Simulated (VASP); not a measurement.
Crystal: CrBr.

```
CELL_PARAMETERS angstrom
0.00000 2.66069 2.66069
2.66069 0.00000 2.66069
2.66069 2.66069 0.00000
ATOMIC_POSITIONS crystal
Cr 0.00000 0.00000 0.00000
Br 0.50000 0.50000 0.50000
```

The cell was built by a generator and needn't be a form met in nature.

Base run:

- Program: VASP 6.6.1
- Functional: r2SCAN
- Potentials or basis: VASP PAW PBE potentials, release 64 (Cr_pv, Br)
- Cutoff: 520 eV
- k mesh: 6 × 6 × 6
- Occupations: fermi-dirac, width 0.1 eV
- Spin: no spin polarisation

Its results: band gap on the k mesh none (metal or under the smearing width); pressure -4.6 GPa.

The run is repeated on the same cell with these changes: functional from r2SCAN to revPBE. What comes out?

Band gap on the k mesh none (metal or under the smearing width); pressure -3.9 GPa.

Caveats: the PAW data sets were made with another functional, which shifts forces and pressure a little; an odd number of electrons without spin polarisation forces a metal; a magnetic or distorted state may lie lower; the run has no spin polarisation, though such a crystal can be magnetic; semilocal functionals often make such compounds metallic where correlation or magnetic order opens a gap, which also shifts bond lengths.
